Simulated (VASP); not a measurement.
```
CELL_PARAMETERS angstrom
      2.86295     0.00000     0.00000
      0.00000     2.86295     0.00000
      0.00000     0.00000     2.86295
ATOMIC_POSITIONS crystal
  Al 0.50000 0.50000 0.50000
  Fe 0.00000 0.00000 0.00000
```

The numbers are results of optB88-vdW, VASP's PBE PAW potentials (set 64) (plane waves; VASP 6.6.1), not measurements. Run with 520 eV cut-off, Gaussian smearing of 0.050 eV, potentials Al Fe.

Q: What does the run give for the band gap (along the path) with the smallest direct gap where there is one?

A: 
```json
{
 "band gap (along the path)": "none (metal, semimetal or under 0.01 eV)"
}
```

Only differences to runs with the same potentials and settings are physical.

The compound is FeAl in the CsCl type structure. It was relaxed first. The run is not spin-polarised, so no magnetic state was tried. The electron count is odd and the run is not spin-polarised, which forces a metal.
